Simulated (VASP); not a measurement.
Write the native input for VASP 6.6.1 that does the following.

```
Task                   : single point
Functional             : r2SCAN
Potentials or basis    : VASP PAW PBE potentials, release 64 (Br, Ru_pv)
Cutoff                 : 520 eV
k mesh                 : 5 × 5 × 5
Occupations            : gaussian, width 0.05 eV
Spin                   : no spin polarisation
Hubbard terms          : Ru d U = 4.0 eV
Dipole correction      : no
Further INCAR settings : ALGO = Normal; EDIFF = 1e-06; NBANDS = 21
```

RuBr2:

```
CELL_PARAMETERS angstrom
0.00000 3.25405 3.25405
3.25405 0.00000 3.25405
3.25405 3.25405 0.00000
ATOMIC_POSITIONS crystal
Br 0.25000 0.25000 0.25000
Br 0.75000 0.75000 0.75000
Ru 0.00000 0.00000 0.00000
```

The cell was built by a generator and needn't be a form met in nature.

These files were run (other wordings do the same):

POSCAR

```
RuBr2
1.0
    0.0000000000      3.2540503300      3.2540503300
    3.2540503300      0.0000000000      3.2540503300
    3.2540503300      3.2540503300      0.0000000000
Br Ru
2 1
Direct
    0.2500000000      0.2500000000      0.2500000000
    0.7500000000      0.7500000000      0.7500000000
    0.0000000000      0.0000000000      0.0000000000
```

INCAR.step1

```
  PREC = Accurate
  ENCUT = 520
  ISMEAR = 0
  SIGMA = 0.05
  LREAL = False
  LASPH = True
  NELM = 150
  LMAXMIX = 4
  LDAU = True
  LDAUTYPE = 2
  LDAUL = -1 2
  LDAUU = 0 4
  LDAUJ = 0 0
  NBANDS = 21
  GGA = PE
  ALGO = Normal
  EDIFF = 1E-4
  LWAVE = True
  LCHARG = False
```

INCAR.step2

```
  PREC = Accurate
  ENCUT = 520
  EDIFF = 1E-6
  ISMEAR = 0
  SIGMA = 0.05
  LREAL = False
  LASPH = True
  NELM = 150
  ALGO = Normal
  ISIF = 2
  LWAVE = False
  LCHARG = True
  LMAXMIX = 4
  LDAU = True
  LDAUTYPE = 2
  LDAUL = -1 2
  LDAUU = 0 4
  LDAUJ = 0 0
  LDAUPRINT = 1
  METAGGA = R2SCAN
  LMIXTAU = True
  LELF = True
  LVHAR = True
  NBANDS = 21
  ISTART = 1
```

KPOINTS

```
regular mesh
0
Gamma
  5 5 5
```

Potentials or basis: VASP PAW PBE potentials, release 64 (Br, Ru_pv).

Run with:

```bash
$ cat potpaw_PBE.64/Br/POTCAR potpaw_PBE.64/Ru_pv/POTCAR > POTCAR
$ cp INCAR.step1 INCAR
$ mpirun -np 1 vasp_std > vasp.out
$ cp INCAR.step2 INCAR
$ mpirun -np 1 vasp_std > vasp.out
```

It gave:

```json
{
 "Pressure": "-2.3 GPa",
 "Band gap on the k mesh": "none (metal or under the smearing width)"
}
```

Caveat: the PAW data sets were made with another functional, which shifts forces and pressure a little; U without spin polarisation on a metal has little footing.

Run time: 42 s on 1 thread of Intel(R) Xeon(R) Platinum 8375C CPU @ 2.90GHz (Ice Lake) (shared host), peak memory 0.21 GiB.
